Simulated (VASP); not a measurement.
# 2 units of BaHfO3 (001), HfO2 faces on Al(100): relaxation and electronic structure, part 4 of 4

How does 2 units of BaHfO3 (001), HfO2 faces on Al(100) behave as a surface?

VASP 6.6.1; PBEsol; plane waves and PAW (Al, Hf, O, Ba_sv).

So far. Step 3 (Vacuum level and density of states): The vacuum level lies 2.56 eV above the Fermi level at the upper face; the two faces differ by 1.88 eV, the step that the slab's dipole of -0.181 e·Å makes. Step 4 (The slab in a field, field -0.1): Energy at zero smearing: -151.28425 eV.

### Step 5. The slab in a field, field 0.1

Contents of INCAR:

```
SYSTEM = Ba2Hf3Al8O8
PREC = Normal
ENCUT = 400
EDIFF = 1E-06
NELM = 120
ISMEAR = -1
SIGMA = 0.1
LREAL = Auto
ALGO = Fast
GGA = PS
NBANDS = 73
LORBIT = 11
LWAVE = .FALSE.
LCHARG = .FALSE.
KPAR = 4
IDIPOL = 3
LDIPOL = .TRUE.
DIPOL = 0.5 0.5 0.514
EFIELD = 0.1
LVHAR = .TRUE.
```

Contents of POSCAR:

```
Ba2Hf3Al8O8
1.0
    4.1700000000      0.0000000000      0.0000000000
    0.0000000000      4.1700000000      0.0000000000
    0.0000000000      0.0000000000     34.2747367139
Al Hf O Ba
8 3 8 2
Direct
    0.0000000000      0.5000000000      0.2605899480
    0.5000000000      0.0000000000      0.2618688757
    0.0000000000      0.0000000000      0.3195867393
    0.5000000000      0.5000000000      0.3195867393
    0.0000000000      0.5000000000      0.3781519970
    0.5000000000      0.0000000000      0.3771087027
    0.0000000000      0.0000000000      0.4365988888
    0.5000000000      0.5000000000      0.4365988888
    0.5000000000      0.0000000000      0.4956344471
    0.5000000000      0.0000000000      0.6157033143
    0.5000000000      0.0000000000      0.7339512752
    0.0000000000      0.0000000000      0.4958784867
    0.5000000000      0.5000000000      0.4958784867
    0.5000000000      0.0000000000      0.5557610501
    0.0000000000      0.0000000000      0.6158585352
    0.5000000000      0.5000000000      0.6158585352
    0.5000000000      0.0000000000      0.6769027809
    0.0000000000      0.0000000000      0.7355159418
    0.5000000000      0.5000000000      0.7355159418
    0.0000000000      0.5000000000      0.5559758042
    0.0000000000      0.5000000000      0.6795305544
```

Contents of KPOINTS:

```
Automatic mesh
0
Gamma
8 8 1
0 0 0
```

Potentials, in the order of the species: Al, Hf, O and Ba_sv (PBE family, release 64).

Launch:

```sh
> mpirun -np 4 vasp_std
```

The log of the run:

```text
[... set-up lines as in an earlier step ...]
 entering main loop
       N       E                     dE             d eps       ncg     rms          rms(c)
DAV:   1     0.675705459836E+03    0.67571E+03   -0.38218E+04  2278   0.957E+02
DAV:   2    -0.653207863806E+02   -0.74103E+03   -0.70867E+03  2882   0.247E+02
DAV:   3    -0.167132770288E+03   -0.10181E+03   -0.10065E+03  2860   0.979E+01
DAV:   4    -0.170903990130E+03   -0.37712E+01   -0.37410E+01  2996   0.187E+01
DAV:   5    -0.171084513110E+03   -0.18052E+00   -0.18027E+00  3444   0.338E+00    0.466E+01
RMM:   6    -0.167319730372E+03    0.37648E+01   -0.99358E+01  2830   0.222E+01    0.298E+01
RMM:   7    -0.621926578599E+03   -0.45461E+03   -0.20817E+02  3459   0.267E+01    0.353E+01
RMM:   8    -0.162539397991E+03    0.45939E+03   -0.48248E+01  2822   0.139E+01    0.170E+01
RMM:   9    -0.166929310173E+03   -0.43899E+01   -0.30389E+01  2979   0.865E+00    0.156E+01
RMM:  10    -0.154531247608E+03    0.12398E+02   -0.82008E+00  2807   0.599E+00    0.950E+00
RMM:  11    -0.152836149485E+03    0.16951E+01   -0.21957E+00  2880   0.353E+00    0.562E+00
RMM:  12    -0.152069058637E+03    0.76709E+00   -0.11761E+00  3038   0.249E+00    0.355E+00
RMM:  13    -0.151743590469E+03    0.32547E+00   -0.62546E-01  3180   0.163E+00    0.230E+00
RMM:  14    -0.151467552711E+03    0.27604E+00   -0.46277E-01  3101   0.137E+00    0.159E+00
RMM:  15    -0.151396605766E+03    0.70947E-01   -0.28876E-01  3187   0.116E+00    0.781E-01
RMM:  16    -0.151369072676E+03    0.27533E-01   -0.66609E-02  3427   0.596E-01    0.472E-01
RMM:  17    -0.151344940584E+03    0.24132E-01   -0.26394E-02  3356   0.335E-01    0.369E-01
RMM:  18    -0.151327842956E+03    0.17098E-01   -0.22740E-02  3370   0.275E-01    0.272E-01
RMM:  19    -0.151319392600E+03    0.84504E-02   -0.21639E-02  3435   0.255E-01    0.194E-01
RMM:  20    -0.151319236590E+03    0.15601E-03   -0.10839E-02  3500   0.192E-01    0.869E-02
RMM:  21    -0.151319675611E+03   -0.43902E-03   -0.29508E-03  3618   0.104E-01    0.520E-02
RMM:  22    -0.151320068770E+03   -0.39316E-03   -0.97658E-04  3575   0.631E-02    0.384E-02
RMM:  23    -0.151319075063E+03    0.99371E-03   -0.80761E-04  3287   0.598E-02    0.255E-02
RMM:  24    -0.151319128321E+03   -0.53259E-04   -0.42312E-04  3438   0.407E-02    0.276E-02
RMM:  25    -0.151318934952E+03    0.19337E-03   -0.25403E-04  3371   0.324E-02    0.159E-02
RMM:  26    -0.151318982588E+03   -0.47637E-04   -0.13323E-04  3332   0.235E-02    0.987E-03
RMM:  27    -0.151318991905E+03   -0.93170E-05   -0.49804E-05  3375   0.138E-02    0.710E-03
RMM:  28    -0.151319000568E+03   -0.86625E-05   -0.43398E-05  3146   0.123E-02    0.290E-03
RMM:  29    -0.151319014118E+03   -0.13551E-04   -0.19565E-05  2975   0.813E-03    0.180E-03
RMM:  30    -0.151319022523E+03   -0.84048E-05   -0.67058E-06  2158   0.425E-03    0.146E-03
RMM:  31    -0.151319028683E+03   -0.61595E-05   -0.51263E-06  2114   0.367E-03    0.106E-03
RMM:  32    -0.151319032074E+03   -0.33913E-05   -0.50656E-06  1925   0.312E-03    0.879E-04
RMM:  33    -0.151319034464E+03   -0.23901E-05   -0.34846E-06  1837   0.271E-03    0.538E-04
RMM:  34    -0.151319035534E+03   -0.10695E-05   -0.36737E-06  1730   0.238E-03    0.334E-04
RMM:  35    -0.151319036151E+03   -0.61731E-06   -0.27985E-06  1724   0.221E-03
   1 F= -.15131904E+03 E0= -.15124777E+03  d E =-.142529E+00
```

Elapsed: 2.3 min, on 4 MPI ranks of Intel Xeon 6975P-C (Granite Rapids), shared host; peak memory 1.8 GiB; 9.1 min of CPU time.

From OUTCAR (step 5):

```text
   NELECT =     104.0000    total number of electrons

 dipolmoment           0.000000      0.000000     -0.011513 electrons x Angstroem

 E-fermi :   1.8710

 k-point     1 :       0.0000    0.0000    0.0000
  band No.  band energies     occupation
    ...
     50       0.4870      2.00000
     51       1.0392      1.99951
     52       1.7148      1.65339
     53       1.7699      1.46655
     54       1.7699      1.46655
     55       2.0151      0.38269
     56       2.4082      0.00924
     57       2.6891      0.00056
     58       2.7778      0.00023
     59       2.7778      0.00023
    ...

  Total      -13.2446397    -13.2446397     -4.2238114      0.0000000      0.0000000      0.0000000
  in kB      -35.6044674    -35.6044674    -11.3545221      0.0000000      0.0000000      0.0000000
  external PRESSURE =     -27.5211523 kB  Pullay stress =       0.0000000 kB

 POSITION                                       TOTAL-FORCE (eV/Angst)
 -----------------------------------------------------------------------------------
      0.00000      2.08500      8.93165         0.000000      0.000000     -0.009938
      2.08500      0.00000      8.97549         0.000000      0.000000     -0.021254
      0.00000      0.00000     10.95375         0.000000      0.000000     -0.006044
      2.08500      2.08500     10.95375         0.000000      0.000000     -0.006044
      0.00000      2.08500     12.96106         0.000000      0.000000     -0.001483
      2.08500      0.00000     12.92530         0.000000      0.000000     -0.007084
      0.00000      0.00000     14.96431         0.000000      0.000000     -0.003376
      2.08500      2.08500     14.96431         0.000000      0.000000     -0.003376
      2.08500      0.00000     16.98774         0.000000      0.000000     -0.056351
      2.08500      0.00000     21.10307         0.000000      0.000000     -0.116262
      2.08500      0.00000     25.15599         0.000000      0.000000     -0.077173
      0.00000      0.00000     16.99610         0.000000      0.000000      0.017040
      2.08500      2.08500     16.99610         0.000000      0.000000      0.017040
      2.08500      0.00000     19.04856         0.000000      0.000000      0.079961
      0.00000      0.00000     21.10839         0.000000      0.000000      0.048198
      2.08500      2.08500     21.10839         0.000000      0.000000      0.048198
      2.08500      0.00000     23.20066         0.000000      0.000000      0.060180
      0.00000      0.00000     25.20962         0.000000      0.000000      0.051692
      2.08500      2.08500     25.20962         0.000000      0.000000      0.051692
      0.00000      2.08500     19.05592         0.000000      0.000000     -0.029979
      0.00000      2.08500     23.29073         0.000000      0.000000     -0.035637
 -----------------------------------------------------------------------------------
    total drift:                                0.000000      0.000000      0.002722

  FREE ENERGIE OF THE ION-ELECTRON SYSTEM (eV)
  ---------------------------------------------------
  free  energy   TOTEN  =      -151.3190361509 eV

  energy  without entropy=     -151.1765070729  energy(sigma->0) =     -151.24777161

 vacuum level on the upper side and lower side of the slab         3.505         6.970

[... 9 parts as in an earlier step ...]

[... 8 further parts left out ...]
```

Numbers from this step:

```
electronic cycles       : 35
free energy (TOTEN)     : -151.3190 eV
energy at zero smearing : -151.2478 eV
Fermi energy            : 1.871 eV
dipole moment           : 0, 0, -0.01151 e·Å
```

The planar average of the electrostatic potential oscillates, so the rows of the table below give means over windows of 2.04 Å about each position, cut where the curve ends. Its maxima inside the range that stand out by 2 % of the span (Å: eV): 0.8: 5.10, 10.0: -1.91, 11.9: -1.95, 14.0: -1.88, 16.0: -1.91, 18.1: -2.45, 20.1: -2.48, 22.2: -1.82, 24.2: -3.25, 27.5: 2.27. Its minima: 9.0: -14.0, 10.9: -14.2, 13.0: -14.2, 15.0: -14.1, 17.0: -11.0, 19.1: -8.28, 21.1: -11.0, 23.3: -8.24, 25.2: -10.5.

Zero at the Fermi level. Table of planar average of the electrostatic potential by height; means over each step:

| height (Å) | planar average of the electrostatic potential (eV) |
| --- | --- |
| 1.02 | 4.37 |
| 3.06 | 4.87 |
| 5.10 | 4.66 |
| 7.14 | 3.29 |
| 9.18 | -7.11 |
| 11.22 | -7.39 |
| 13.26 | -7.37 |
| 15.30 | -7.31 |
| 17.34 | -6.08 |
| 19.38 | -5.05 |
| 21.42 | -5.93 |
| 23.46 | -5.22 |
| 25.50 | -4.75 |
| 27.54 | 2.19 |
| 29.58 | 2.10 |
| 31.62 | 1.90 |
| 33.66 | 1.72 |

Force by atom:

| atom | x (eV/Å) | y (eV/Å) | z (eV/Å) | size |
| --- | --- | --- | --- | --- |
| Al1 | 0.000 | 0.000 | -0.010 | 0.010 |
| Al2 | 0.000 | 0.000 | -0.021 | 0.021 |
| Al3 | 0.000 | 0.000 | -0.006 | 0.006 |
| Al4 | 0.000 | 0.000 | -0.006 | 0.006 |
| Al5 | 0.000 | 0.000 | -0.001 | 0.001 |
| Al6 | 0.000 | 0.000 | -0.007 | 0.007 |
| Al7 | 0.000 | 0.000 | -0.003 | 0.003 |
| Al8 | 0.000 | 0.000 | -0.003 | 0.003 |
| Hf9 | 0.000 | 0.000 | -0.056 | 0.056 |
| Hf10 | 0.000 | 0.000 | -0.116 | 0.116 |
| Hf11 | 0.000 | 0.000 | -0.077 | 0.077 |
| O12 | 0.000 | 0.000 | 0.017 | 0.017 |
| O13 | 0.000 | 0.000 | 0.017 | 0.017 |
| O14 | 0.000 | 0.000 | 0.080 | 0.080 |
| O15 | 0.000 | 0.000 | 0.048 | 0.048 |
| O16 | 0.000 | 0.000 | 0.048 | 0.048 |
| O17 | 0.000 | 0.000 | 0.060 | 0.060 |
| O18 | 0.000 | 0.000 | 0.052 | 0.052 |
| O19 | 0.000 | 0.000 | 0.052 | 0.052 |
| Ba20 | 0.000 | 0.000 | -0.030 | 0.030 |
| Ba21 | 0.000 | 0.000 | -0.036 | 0.036 |

Energy at zero smearing: -151.24777 eV.

### Step 6. Putting the energies together

This step: slab, PBEsol; plane waves and PAW (VASP 6.6.1).

This step runs nothing: it gathers the runs above.

Numbers from this step:

- polarisability per area of the slab or monolayer: 1.401 Å

VASP counts both for electrons: a positive EFIELD is a field along -c, and a positive dipole, in electrons times A, points along -c. Field, by row:

| EFIELD (eV/Å) | dipole along z (e Å) | energy change (eV) |
| --- | --- | --- |
| -0.1 | -0.3499 | -0.02669 |
| 0 | -0.181 | 0 |
| 0.1 | -0.01151 | 0.009791 |

The polarisability is the slope of the dipole against the field, as a volume for each unit of area.

### Step 7. Slab, other settings: ENCUT = 700 and MAXMIX = 5

This step: PBEsol; plane waves and PAW (Al, Hf, O, Ba_sv) (VASP 6.6.1).

The run is repeated with some settings moved, to see what they change.

INCAR, as its differences from that of step 5:

```diff
@@ -2,3 +2,3 @@
 PREC = Normal
-ENCUT = 400
+ENCUT = 700
 EDIFF = 1E-06
@@ -18,3 +18,4 @@
 DIPOL = 0.5 0.5 0.514
-EFIELD = 0.1
 LVHAR = .TRUE.
+LVACPOTAV = .TRUE.
+MAXMIX = 5
```

POSCAR is that of step 5.

KPOINTS is that of step 5.

Launch:

```sh
> mpirun -np 4 vasp_std
```

The log of the run:

```text
[... set-up lines as in an earlier step ...]
 entering main loop
       N       E                     dE             d eps       ncg     rms          rms(c)
DAV:   1     0.860540634815E+03    0.86054E+03   -0.49544E+04  2190   0.147E+03
DAV:   2    -0.332446995003E+02   -0.89379E+03   -0.84639E+03  2926   0.282E+02
DAV:   3    -0.164631810572E+03   -0.13139E+03   -0.12993E+03  2740   0.115E+02
DAV:   4    -0.170432509052E+03   -0.58007E+01   -0.57680E+01  3132   0.235E+01
DAV:   5    -0.170643926026E+03   -0.21142E+00   -0.21123E+00  3372   0.397E+00    0.464E+01
RMM:   6    -0.155191445018E+03    0.15452E+02   -0.84090E+01  2738   0.234E+01    0.258E+01
RMM:   7    -0.231777200473E+03   -0.76586E+02   -0.24077E+01  3057   0.962E+00    0.219E+01
RMM:   8    -0.314258348401E+03   -0.82481E+02   -0.97258E+01  3435   0.136E+01    0.556E+01
RMM:   9    -0.165494280368E+03    0.14876E+03   -0.17325E+01  2806   0.898E+00    0.225E+01
RMM:  10    -0.159067364895E+03    0.64269E+01   -0.19597E+01  2905   0.932E+00    0.141E+01
RMM:  11    -0.193798441628E+03   -0.34731E+02   -0.39850E+01  3427   0.137E+01    0.156E+01
RMM:  12    -0.248100514942E+03   -0.54302E+02   -0.51041E+01  3453   0.987E+00    0.512E+01
RMM:  13    -0.153590870785E+03    0.94510E+02   -0.12268E+01  2990   0.728E+00    0.683E+00
RMM:  14    -0.152104072319E+03    0.14868E+01   -0.13816E+00  2986   0.306E+00    0.451E+00
RMM:  15    -0.151799780558E+03    0.30429E+00   -0.12447E+00  3028   0.237E+00    0.268E+00
RMM:  16    -0.155677652253E+03   -0.38779E+01   -0.21413E+00  3148   0.259E+00    0.565E+00
RMM:  17    -0.151516180550E+03    0.41615E+01   -0.83903E-01  2971   0.170E+00    0.175E+00
RMM:  18    -0.151390650696E+03    0.12553E+00   -0.16365E-01  3069   0.963E-01    0.111E+00
RMM:  19    -0.151288167364E+03    0.10248E+00   -0.82358E-02  3008   0.725E-01    0.615E-01
RMM:  20    -0.151230323382E+03    0.57844E-01   -0.86115E-02  3081   0.608E-01    0.379E-01
RMM:  21    -0.151244929227E+03   -0.14606E-01   -0.44051E-02  3328   0.385E-01    0.547E-01
RMM:  22    -0.151219359629E+03    0.25570E-01   -0.72074E-03  3518   0.166E-01    0.351E-01
RMM:  23    -0.151215450040E+03    0.39096E-02   -0.47643E-03  3242   0.141E-01    0.188E-01
RMM:  24    -0.151214293330E+03    0.11567E-02   -0.42741E-03  3301   0.128E-01    0.648E-02
RMM:  25    -0.151214599442E+03   -0.30611E-03   -0.95098E-04  3492   0.619E-02    0.467E-02
WARNING in EDDRMM: call to ZHEGV failed, returncode =   6  3     43
RMM:  26    -0.151215425473E+03   -0.82603E-03   -0.36269E-04  3563   0.330E-02    0.712E-02
RMM:  27    -0.151214928359E+03    0.49711E-03   -0.15460E-04  3430   0.207E-02    0.385E-02
RMM:  28    -0.151215636361E+03   -0.70800E-03   -0.43437E-04  3362   0.439E-02    0.194E-02
RMM:  29    -0.151215956781E+03   -0.32042E-03   -0.16370E-04  3225   0.277E-02    0.174E-02
RMM:  30    -0.151216296767E+03   -0.33999E-03   -0.78409E-05  3192   0.220E-02    0.810E-03
RMM:  31    -0.151216426562E+03   -0.12979E-03   -0.28843E-05  3021   0.990E-03    0.201E-02
RMM:  32    -0.151216378884E+03    0.47678E-04   -0.13769E-05  2754   0.602E-03    0.675E-03
RMM:  33    -0.151216506961E+03   -0.12808E-03   -0.93114E-06  2653   0.801E-03    0.515E-03
RMM:  34    -0.151216651794E+03   -0.14483E-03   -0.18299E-05  2733   0.709E-03    0.374E-03
RMM:  35    -0.151216677901E+03   -0.26107E-04   -0.59351E-06  2364   0.400E-03    0.244E-03
RMM:  36    -0.151216694073E+03   -0.16172E-04   -0.32534E-06  2110   0.271E-03    0.781E-03
RMM:  37    -0.151216687189E+03    0.68847E-05   -0.20145E-06  1915   0.210E-03    0.172E-03
RMM:  38    -0.151216697946E+03   -0.10758E-04   -0.10410E-06  1781   0.177E-03    0.124E-03
RMM:  39    -0.151216715623E+03   -0.17677E-04   -0.11861E-06  1777   0.191E-03    0.692E-04
RMM:  40    -0.151216729212E+03   -0.13589E-04   -0.13651E-06  1716   0.177E-03    0.324E-04
RMM:  41    -0.151216729778E+03   -0.56594E-06   -0.57211E-07  1245   0.116E-03
 [... a notice as in an earlier step ...]

   1 F= -.15121673E+03 E0= -.15114560E+03  d E =-.142251E+00
```

Run time: 6.8 min. Hardware: 4 MPI ranks; peak memory 3.4 GiB.

OUTCAR, selected parts (step 7):

```text
   ENCUT  =  700.0 eV  51.45 Ry    7.17 a.u.   9.00  9.00 73.94*2*pi/ulx,y,z

   NELECT =     104.0000    total number of electrons

 dipolmoment           0.000000      0.000000     -0.180835 electrons x Angstroem

 E-fermi :   1.7855

 k-point     1 :       0.0000    0.0000    0.0000
  band No.  band energies     occupation
    ...
     50       0.4012      2.00000
     51       0.9507      1.99953
     52       1.6280      1.65692
     53       1.6922      1.43551
     54       1.6922      1.43551
     55       1.9293      0.38366
     56       2.3680      0.00589
     57       2.6512      0.00035
     58       2.7741      0.00010
     59       2.7741      0.00010
    ...

  Total       -8.6078776     -8.6078776      0.2516646      0.0000000      0.0000000      0.0000000
  in kB      -23.1398439    -23.1398439      0.6765291      0.0000000      0.0000000      0.0000000
  external PRESSURE =     -15.2010529 kB  Pullay stress =       0.0000000 kB

 POSITION                                       TOTAL-FORCE (eV/Angst)
 -----------------------------------------------------------------------------------
      0.00000      2.08500      8.93165         0.000000      0.000000      0.022969
      2.08500      0.00000      8.97549         0.000000      0.000000     -0.025117
      0.00000      0.00000     10.95375         0.000000      0.000000      0.014048
      2.08500      2.08500     10.95375         0.000000      0.000000      0.014048
      0.00000      2.08500     12.96106         0.000000      0.000000     -0.023157
      2.08500      0.00000     12.92530         0.000000      0.000000     -0.022338
      0.00000      0.00000     14.96431         0.000000      0.000000     -0.047210
      2.08500      2.08500     14.96431         0.000000      0.000000     -0.047210
      2.08500      0.00000     16.98774         0.000000      0.000000      0.007843
      2.08500      0.00000     21.10307         0.000000      0.000000      0.042664
      2.08500      0.00000     25.15599         0.000000      0.000000      0.004570
      0.00000      0.00000     16.99610         0.000000      0.000000     -0.049168
      2.08500      2.08500     16.99610         0.000000      0.000000     -0.049168
      2.08500      0.00000     19.04856         0.000000      0.000000     -0.005698
      0.00000      0.00000     21.10839         0.000000      0.000000      0.043569
      2.08500      2.08500     21.10839         0.000000      0.000000      0.043569
      2.08500      0.00000     23.20066         0.000000      0.000000      0.011380
      0.00000      0.00000     25.20962         0.000000      0.000000      0.021643
      2.08500      2.08500     25.20962         0.000000      0.000000      0.021643
      0.00000      2.08500     19.05592         0.000000      0.000000      0.009094
      0.00000      2.08500     23.29073         0.000000      0.000000      0.012026
 -----------------------------------------------------------------------------------
    total drift:                                0.000000     -0.000000     -0.114217

  FREE ENERGIE OF THE ION-ELECTRON SYSTEM (eV)
  ---------------------------------------------------
  free  energy   TOTEN  =      -151.2167297781 eV

  energy  without entropy=     -151.0744792079  energy(sigma->0) =     -151.14560449

 vacuum level on the upper side and lower side of the slab         4.353         6.236

[... 6 parts as in an earlier step ...]

[... 10 further parts left out ...]
```

MAXMIX acts on the way to self-consistency or on speed; a fully converged result doesn't depend on them, though slow mixing can meet EDIFF with the stress still off.

This step gave:

| Item | Value |
| --- | --- |
| electronic cycles | 41 |
| free energy (TOTEN) | -151.2167 eV |
| energy at zero smearing | -151.1456 eV |
| Fermi energy | 1.786 eV |
| dipole moment | 0, 0, -0.1808 e·Å |
| vacuum levels | 4.353, 6.236 eV |
| work functions of the upper and lower face | 2.567, 4.450 eV |

Settings moved on purpose: ENCUT = 700 and MAXMIX = 5.

Against the run that it repeats, NBANDS also differs.

Side by side:

| quantity | this run | the run it repeats | difference |
| --- | --- | --- | --- |
| energy at zero smearing (eV) | -151.15 | -151.26 | 0.112 |
| free energy (TOTEN) (eV) | -151.22 | -151.33 | 0.112 |
| Fermi energy (eV) | 1.7855 | 1.7828 | 0.00270 |
| electronic cycles | 41 | 37 | 4 |

The total energy moves by 5.3 meV an atom.

### Step 8. What came out

```yaml
work_function_of_the_slab: 2.56 eV
polarisability_per_area_of_the_slab_or_monolayer: 1.40 Å
```

**Reading.** The work function is 2.56 eV at the upper face and 4.44 eV at the lower. The atom that ends on top (O) moved inwards by 0.07 Å, counted from the mean of all atoms. Spin-orbit coupling is left out, which matters for the heavy elements here. The cell in the plane was kept as given and was not relaxed here.

[Lines on the potential files, build, host, timing and source positions are cut from VASP's logs without a mark.]

[Logs are printed without paths, hosts, clocks, repeated set-up lines and the standing remarks that a program may print on its own settings, such as how far it seeks lower states.]

[Hosts, paths, dates, database ids (printed as entryN), source tags and the programs' standing remarks are cut or masked in the printed files.]

[In band tables of VASP the shares of atoms and orbitals are scaled to a sum of 1 inside the atoms' spheres.]

[Runs that stopped without an error message from VASP are left out.]
